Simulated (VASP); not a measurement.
A run of VASP 6.6.1:

File POSCAR:

```
Ca2C
1.0
    0.0000000000      3.0541201813      3.1395885182
    3.0541201813      0.0000000000      3.1395885182
    3.0541201813      3.0541201813      0.0000000000
C Ca
1 2
Direct
    0.0000000000      0.0000000000      0.0000000000
    0.2500000000      0.2500000000      0.2500000000
    0.7500000000      0.7500000000      0.7500000000
```

File INCAR.step1:

```
SYSTEM = Ca2C
  ALGO = Normal
  EDIFF = 1E-4
  ENCUT = 520
  GGA = PE
  ISMEAR = -1
  LASPH = .TRUE.
  LCHARG = .FALSE.
  LREAL = .FALSE.
  LWAVE = .TRUE.
  NBANDS = 19
  NELM = 100
  PREC = Accurate
  SIGMA = 0.02
```

Contents of INCAR.step2:

```
SYSTEM = Ca2C
  ALGO = Normal
  EDIFF = 1E-6
  ENCUT = 520
  ISIF = 2
  ISMEAR = -1
  ISTART = 1
  LASPH = .TRUE.
  LCHARG = .FALSE.
  LMIXTAU = .TRUE.
  LREAL = .FALSE.
  LWAVE = .FALSE.
  METAGGA = R2SCAN
  NBANDS = 19
  NELM = 100
  PREC = Accurate
  SIGMA = 0.02
```

File KPOINTS:

```
k-points
0
G
  8 8 8
  0 0 0
```

Potentials or basis: VASP PAW PBE potentials, release 64 (C, Ca_sv).

Launch:

```console
$ cat potpaw_PBE.64/C/POTCAR potpaw_PBE.64/Ca_sv/POTCAR > POTCAR
$ cp INCAR.step1 INCAR
$ mpirun -np 1 vasp_std > vasp.out
$ cp INCAR.step2 INCAR
$ mpirun -np 1 vasp_std > vasp.out
```

Hardware: 1 thread of AMD EPYC 9R45 (Zen 5), on a shared host.

Task: How long does it take, and how much memory?

Result: It took 3.3 min on 1 thread of AMD EPYC 9R45 (Zen 5), with other jobs on the host, peak memory 0.21 GiB. Counts: scf iterations 13, k points 59.
